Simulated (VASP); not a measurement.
These are r2SCAN meta-GGA with spin-orbit coupling, VASP's PBE PAW potentials (set 64) (plane waves; VASP) values and carry that method's errors.

A VASP calculation is set up with these files.

### INCAR
```
LCHARG = .FALSE.
GGA_COMPAT = .FALSE.
LWAVE = .FALSE.
ALGO = Normal   # blocked Davidson
MAGMOM = 0 0 0
LMAXMIX = 4   # l cut-off of mixed one-centre charges
METAGGA = R2SCAN
EDIFF = 1E-6
LREAL = .FALSE.   # projection in real space or not
LSORBIT = .TRUE.
SIGMA = 0.05   # width (eV)
LMIXTAU = .TRUE.
ENCUT = 400
NELM = 100   # most electronic steps
ISMEAR = 0
PREC = Accurate
LASPH = .TRUE.   # aspherical one-centre terms
SYSTEM = Ba
```

### POSCAR
```
Ba
1
    3.9417790737     0.0000000000     0.0000000000
    0.0000000000     3.9417790737    -0.0000000000
    0.0000000000     0.0000000000     3.9417790737
Ba
1
Direct
  0.0000000000   0.0000000000   0.0000000000
```

File KPOINTS_OPT:
```
k-points along high-symmetry lines
8
Line-mode
Reciprocal
  0.000000   0.000000   0.000000 ! GAMMA
  0.000000   0.500000   0.000000 ! X

  0.000000   0.500000   0.000000 ! X
  0.500000   0.500000   0.000000 ! M

  0.500000   0.500000   0.000000 ! M
  0.000000   0.000000   0.000000 ! GAMMA

  0.000000   0.000000   0.000000 ! GAMMA
  0.500000   0.500000   0.500000 ! R

  0.500000   0.500000   0.500000 ! R
  0.000000   0.500000   0.000000 ! X

  0.500000   0.500000   0.500000 ! R
  0.500000   0.500000   0.000000 ! M
```

KPOINTS:
```
Automatic
0
gamma
8 8 8
```

POTCAR, in this order: Ba_sv (PBE.64 set). Program: vasp_ncl.

Output of the run:

OUTCAR:
```
 ion  position               nearest neighbor table
   1  0.000  0.000  0.000-
  LATTYP: Found a simple cubic cell.
 ALAT       =     3.9417790737
 Subroutine PRICEL returns:
 Original cell was already a primitive cell.
 Subroutine GETGRP returns: Found 48 space group operations
The static configuration has the point symmetry O_h .
The dynamic configuration has the point symmetry O_h .
The overall configuration has the point symmetry O_h .
 Subroutine INISYM returns: Found 48 space group operations
 Subroutine IBZKPT returns following result:
 Found     35 irreducible k-points:

 Following reciprocal coordinates:
            Coordinates               Weight
  0.000000  0.000000  0.000000      1.000000
  0.125000  0.000000  0.000000      6.000000
  0.250000  0.000000  0.000000      6.000000
  0.375000  0.000000  0.000000      6.000000
  0.500000  0.000000  0.000000      3.000000
  0.125000  0.125000  0.000000     12.000000
  0.250000  0.125000  0.000000     24.000000
  0.375000  0.125000  0.000000     24.000000
  0.500000  0.125000  0.000000     12.000000
...
```

File OSZICAR:
```
       N       E                     dE             d eps       ncg     rms          rms(c)
DAV:   1     0.356194252345E+02    0.35619E+02   -0.36697E+03  1260   0.775E+02
DAV:   2    -0.247045383669E+02   -0.60324E+02   -0.58746E+02  1792   0.175E+02
DAV:   3    -0.289806814992E+02   -0.42761E+01   -0.42304E+01  1786   0.460E+01
DAV:   4    -0.291285449934E+02   -0.14786E+00   -0.14778E+00  1852   0.671E+00
DAV:   5    -0.291299887040E+02   -0.14437E-02   -0.14434E-02  1802   0.608E-01    0.192E+00
DAV:   6    -0.260854729790E+02    0.30445E+01   -0.91636E-01  2052   0.677E+00    0.148E+00
DAV:   7    -0.258862369270E+02    0.19924E+00   -0.78581E-02  1488   0.352E+00    0.137E+00
DAV:   8    -0.266221718806E+02   -0.73593E+00   -0.19683E-01  1292   0.572E+00    0.471E-01
DAV:   9    -0.262284551215E+02    0.39372E+00   -0.44016E-01  1340   0.439E+00    0.238E-01
DAV:  10    -0.262548302966E+02   -0.26375E-01   -0.14736E-02  1882   0.884E-01    0.229E-01
DAV:  11    -0.262152542778E+02    0.39576E-01   -0.11336E-02  1322   0.737E-01    0.200E-01
DAV:  12    -0.262750937218E+02   -0.59839E-01   -0.21015E-02  1310   0.960E-01    0.239E-01
DAV:  13    -0.262949172951E+02   -0.19824E-01   -0.37844E-03  1366   0.457E-01    0.246E-01
DAV:  14    -0.262948642637E+02    0.53031E-04   -0.11692E-04  1768   0.457E-02    0.245E-01
DAV:  15    -0.262279524806E+02    0.66912E-01   -0.32144E-02  1288   0.108E+00    0.265E-01
DAV:  16    -0.262731531716E+02   -0.45201E-01   -0.30847E-02  1302   0.140E+00    0.306E-01
DAV:  17    -0.263647489305E+02   -0.91596E-01   -0.91026E-02  1342   0.271E+00    0.322E-01
DAV:  18    -0.263717381304E+02   -0.69892E-02   -0.69311E-03  1334   0.988E-01    0.181E-01
DAV:  19    -0.263716299367E+02    0.10819E-03   -0.24770E-04  1704   0.130E-01    0.143E-01
DAV:  20    -0.263717413729E+02   -0.11144E-03   -0.35755E-04  1376   0.206E-01    0.774E-02
DAV:  21    -0.263698038164E+02    0.19376E-02   -0.31315E-03  1288   0.533E-01    0.851E-02
DAV:  22    -0.263698039708E+02   -0.15432E-06   -0.71177E-05  1626   0.701E-02    0.764E-02
DAV:  23    -0.263697913056E+02    0.12665E-04   -0.65040E-05  1308   0.912E-02    0.804E-02
DAV:  24    -0.263698246742E+02   -0.33369E-04   -0.81795E-05  1344   0.668E-02    0.108E-01
DAV:  25    -0.263698461043E+02   -0.21430E-04   -0.17114E-05  1494   0.428E-02    0.124E-01
DAV:  26    -0.263698365562E+02    0.95481E-05   -0.12347E-06  1438   0.942E-03    0.126E-01
DAV:  27    -0.263698383945E+02   -0.18382E-05   -0.16715E-07   824   0.402E-03    0.124E-01
DAV:  28    -0.263698312514E+02    0.71430E-05   -0.26588E-07   782   0.503E-03    0.128E-01
DAV:  29    -0.263698258893E+02    0.53622E-05   -0.27161E-06  1308   0.161E-02    0.116E-01
DAV:  30    -0.263698301549E+02   -0.42657E-05   -0.19359E-05  1296   0.467E-02    0.850E-02
DAV:  31    -0.263697735432E+02    0.56612E-04   -0.82376E-05  1342   0.768E-02    0.456E-02
DAV:  32    -0.263697326582E+02    0.40885E-04   -0.30003E-05  1372   0.548E-02    0.282E-02
DAV:  33    -0.263697241241E+02    0.85342E-05   -0.22521E-05  1422   0.429E-02    0.142E-02
DAV:  34    -0.263697148824E+02    0.92416E-05   -0.63926E-06  1316   0.220E-02    0.764E-03
DAV:  35    -0.263697150268E+02   -0.14434E-06   -0.48112E-06  1374   0.243E-02
   1 F= -.26369715E+02 E0= -.26369505E+02  d E =-.420467E-03  mag=     0.0000    -0.0000    -0.0000
       N       E                     dE             ncg
       N       E                     dE             ncg
```

### OUTCAR
```
------------------------ aborting loop because EDIFF is reached ----------------------------------------
  FORCE on cell =-STRESS in cart. coord.  units (eV):
  Direction    XX          YY          ZZ          XY          YZ          ZX
  --------------------------------------------------------------------------------------
  Total       -0.0156203     -0.0156203     -0.0156203      0.0000000      0.0000000      0.0000000
  in kB       -0.4086224     -0.4086224     -0.4086224      0.0000000      0.0000000      0.0000000
  external PRESSURE =      -0.4086224 kB  Pullay stress =       0.0000000 kB
  volume of cell :       61.25
      direct lattice vectors                 reciprocal lattice vectors
     3.941779074  0.000000000  0.000000000     0.253692554  0.000000000  0.000000000
     0.000000000  3.941779074  0.000000000     0.000000000  0.253692554  0.000000000
     0.000000000  0.000000000  3.941779074     0.000000000  0.000000000  0.253692554
 POSITION                                       TOTAL-FORCE (eV/Angst)
 -----------------------------------------------------------------------------------
      0.00000      0.00000      0.00000         0.000000      0.000000      0.000000
 -----------------------------------------------------------------------------------
    total drift:                               -0.000000     -0.000000      0.000000
  FREE ENERGIE OF THE ION-ELECTRON SYSTEM (eV)
  ---------------------------------------------------
  free  energy   TOTEN  =       -26.3697150268 eV

  energy  without entropy=      -26.3692945595  energy(sigma->0) =      -26.36950479

 Ion:    1  E_soc:     -0.3766059
```
(Selected blocks of OUTCAR.)

The structure was generated: Ba was put into the simple-cubic type (Pm-3m), which need not be its known phase. It was relaxed first, which changed the volume by -14 %.
